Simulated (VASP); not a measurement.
The system is Zr3MoC.

```
Zr Mo C
1.0
     4.37725    0.00000    0.00000
     0.00000    4.37725    0.00000
     0.00000    0.00000    4.37725
Zr Mo C
3 1 1
Direct
  0.50000 0.00000 0.50000
  0.00000 0.50000 0.50000
  0.50000 0.50000 0.00000
  0.00000 0.00000 0.00000
  0.50000 0.50000 0.50000
```

The cell was built by a generator and needn't be a form met in nature.

The cell isn't the ideal one: species swapped into the Y3PbC type (Pm-3m, No. 221).

- Program: VASP 6.6.1
- Task: relaxation of cell and atoms
- Functional: PBE
- Potentials or basis: VASP PAW PBE potentials, release 64 (Zr_sv, Mo_sv, C)
- Cutoff: 600 eV
- k mesh: 4 × 4 × 4
- Occupations: gaussian, width 0.1 eV
- Spin: no spin polarisation

At the start: pressure 16.3 GPa; volume 16.77 Å³/atom.

**Question.** Where does the relaxation end?

**Answer.** Over 4 steps the energy falls by 76.0 meV/atom and the volume is 18.39 Å³/atom (+9.6 %); space group Pm-3m (No. 221, to 0.05 Å).

Step by step:
| step | energy change (eV) | largest force (eV/Å) | pressure (GPa) | volume (Å³) |
| --- | --- | --- | --- | --- |
| 1 | 0.0000 | 0.0000 | 16.35 | 83.87 |
| 2 | 0.4529 | 0.0000 | -16.38 | 106.41 |
| 3 | -0.3795 | 0.0000 | -0.54 | 92.26 |
| 4 | -0.3801 | 0.0000 | -0.06 | 91.96 |

Final structure:
```
Zr Mo C
1.0
     4.51366    0.00000    0.00000
     0.00000    4.51366    0.00000
     0.00000    0.00000    4.51366
Zr Mo C
3 1 1
Direct
  0.50000 0.00000 0.50000
  0.00000 0.50000 0.50000
  0.50000 0.50000 0.00000
  0.00000 0.00000 0.00000
  0.50000 0.50000 0.50000
```
